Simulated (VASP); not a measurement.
Output of a VASP run:

OSZICAR:
```
...
DAV:   1    -0.584507409794E+01   -0.32818E-03   -0.18115E+00   702   0.833E+00    0.670E-01
DAV:   2    -0.585275570446E+01   -0.76816E-02   -0.91449E-02   807   0.203E+00    0.192E-01
DAV:   3    -0.585210993751E+01    0.64577E-03   -0.10941E-03   772   0.261E-01    0.108E-01
DAV:   4    -0.585200907669E+01    0.10086E-03   -0.80860E-04   787   0.192E-01    0.303E-02
DAV:   5    -0.585201597791E+01   -0.69012E-05   -0.12596E-04   712   0.802E-02    0.156E-02
DAV:   6    -0.585201490627E+01    0.10716E-05   -0.82546E-06   757   0.227E-02    0.641E-03
DAV:   7    -0.585201485047E+01    0.55803E-07   -0.69689E-07   862   0.708E-03
   3 F= -.58520149E+01 E0= -.58520149E+01  d E =-.353731E-01
       N       E                     dE             d eps       ncg     rms          rms(c)
DAV:   1    -0.585203826019E+01   -0.23354E-04   -0.13683E-02   702   0.724E-01    0.601E-02
DAV:   2    -0.585209784838E+01   -0.59588E-04   -0.68119E-04   807   0.175E-01    0.161E-02
DAV:   3    -0.585209414533E+01    0.37030E-05   -0.77237E-06   772   0.220E-02    0.896E-03
DAV:   4    -0.585209431221E+01   -0.16688E-06   -0.57312E-06   797   0.161E-02    0.245E-03
DAV:   5    -0.585209461597E+01   -0.30376E-06   -0.84501E-07   702   0.658E-03    0.126E-03
DAV:   6    -0.585209462976E+01   -0.13788E-07   -0.46976E-08   366   0.177E-03
   4 F= -.58520946E+01 E0= -.58520946E+01  d E =-.354528E-01
       N       E                     dE             d eps       ncg     rms          rms(c)
DAV:   1    -0.585207700768E+01    0.17608E-04   -0.26545E-03   702   0.319E-01    0.263E-02
DAV:   2    -0.585208892638E+01   -0.11919E-04   -0.13313E-04   807   0.775E-02    0.705E-03
DAV:   3    -0.585208839481E+01    0.53157E-06   -0.14961E-06   772   0.970E-03    0.396E-03
DAV:   4    -0.585208863460E+01   -0.23979E-06   -0.11360E-06   802   0.719E-03    0.108E-03
DAV:   5    -0.585208875085E+01   -0.11625E-06   -0.16251E-07   393   0.295E-03    0.521E-04
DAV:   6    -0.585208876074E+01   -0.98873E-08   -0.12264E-08   351   0.963E-04
   5 F= -.58520888E+01 E0= -.58520888E+01  d E =-.354470E-01
       N       E                     dE             d eps       ncg     rms          rms(c)
DAV:   1    -0.585243953017E+01   -0.35078E-03   -0.13418E-02   707   0.717E-01    0.620E-02
DAV:   2    -0.585238264714E+01    0.56883E-04   -0.32115E-04   822   0.124E-01    0.332E-02
DAV:   3    -0.585236173204E+01    0.20915E-04   -0.64773E-05   782   0.548E-02    0.802E-03
DAV:   4    -0.585236266301E+01   -0.93097E-06   -0.69922E-06   752   0.188E-02    0.419E-03
DAV:   5    -0.585236273765E+01   -0.74644E-07   -0.15862E-07   556   0.319E-03
   6 F= -.58523627E+01 E0= -.58523627E+01  d E =-.273977E-03
       N       E                     dE             d eps       ncg     rms          rms(c)
DAV:   1    -0.585270941422E+01   -0.34675E-03   -0.29851E-02   707   0.107E+00    0.925E-02
DAV:   2    -0.585258261138E+01    0.12680E-03   -0.71412E-04   817   0.185E-01    0.494E-02
DAV:   3    -0.585253621992E+01    0.46391E-04   -0.14458E-04   787   0.818E-02    0.120E-02
DAV:   4    -0.585253829947E+01   -0.20795E-05   -0.15586E-05   757   0.281E-02    0.627E-03
DAV:   5    -0.585253847294E+01   -0.17347E-06   -0.39489E-07   812   0.479E-03    0.390E-03
DAV:   6    -0.585253860400E+01   -0.13106E-06   -0.18321E-07   501   0.350E-03    0.391E-04
DAV:   7    -0.585253861290E+01   -0.89016E-08   -0.23394E-08   351   0.125E-03
   7 F= -.58525386E+01 E0= -.58525386E+01  d E =-.449852E-03
```

OUTCAR:
```
------------------------ aborting loop because EDIFF is reached ----------------------------------------
  FORCE on cell =-STRESS in cart. coord.  units (eV):
  Direction    XX          YY          ZZ          XY          YZ          ZX
  --------------------------------------------------------------------------------------
  Total        0.8024179      0.8024178      0.8194917      0.0000000      0.0000000      0.0000000
  in kB       18.0824356     18.0824355     18.4671926      0.0000000      0.0000000      0.0000000
  external PRESSURE =      18.2106879 kB  Pullay stress =       0.0000000 kB
  volume of cell :       71.10
      direct lattice vectors                 reciprocal lattice vectors
     1.991619122 -3.449585496  0.000000000     0.251052018 -0.144944951 -0.000000000
     1.991619122  3.449585496 -0.000000000     0.251052018  0.144944951  0.000000000
     0.000000000 -0.000000000  5.174293303     0.000000000  0.000000000  0.193263107
 POSITION                                       TOTAL-FORCE (eV/Angst)
 -----------------------------------------------------------------------------------
      2.50153     -2.56640      3.44953         0.001519      0.002632     -0.000000
      2.96342     -0.00000      0.00000        -0.003039      0.000000      0.000000
      2.50153      2.56640      1.72476         0.001519     -0.002632      0.000000
 -----------------------------------------------------------------------------------
    total drift:                               -0.000231     -0.000432      0.000011
  FREE ENERGIE OF THE ION-ELECTRON SYSTEM (eV)
  ---------------------------------------------------
  free  energy   TOTEN  =        -5.8525386129 eV

  energy  without entropy=       -5.8525386129  energy(sigma->0) =       -5.85253861

 reached required accuracy - stopping structural energy minimisation
```
(Selected blocks of OUTCAR.)

### POSCAR
```
Se
1
    2.0140797596    -3.4884884625     0.0000000000
    2.0140797596     3.4884884625     0.0000000000
    0.0000000000     0.0000000000     5.0595313059
Se
3
Direct
  0.0000000000   0.2461549604   0.6666670000
  0.7538450396   0.7538450396   0.0000000000
  0.2461549604   0.0000000000   0.3333330000
```

Question: Write an INCAR and KPOINTS that could have produced this output.

Answer: One answer among several that fit: the input of the run itself, optB86b-vdW, plane waves, VASP's PBE PAW potentials (set 64).

### KPOINTS
```
Automatic
0
G
 6 6 5
0 0 0
```

**INCAR**
```
ISIF = 4   # ions and shape, fixed volume
SIGMA = 0.05   # width (eV)
PARAM2 = 1.0
EDIFFG = -0.01   # ionic stop
GGA = MK
SYSTEM = Se
EDIFF = 1E-7
NELM = 100
IBRION = 2   # conjugate gradients
ENCUT = 520   # plane-wave cut-off (eV)
NSW = 30
LREAL = .FALSE.
LMAXMIX = 4
ALGO = Normal   # blocked Davidson
AGGAC = 0.0
ISMEAR = 0   # Gaussian
PREC = Accurate
LWAVE = .FALSE.
LASPH = .TRUE.   # aspherical one-centre terms
LUSE_VDW = .TRUE.
PARAM1 = 0.1234
LCHARG = .FALSE.
```

POTCAR, in this order: Se (PBE.64 set). Program: vasp_std.

The compound is Se in the trig structure. This cell is one point of a volume scan, at 0.94 of the reference volume. Symmetry was kept, so distortions that lower it aren't found.
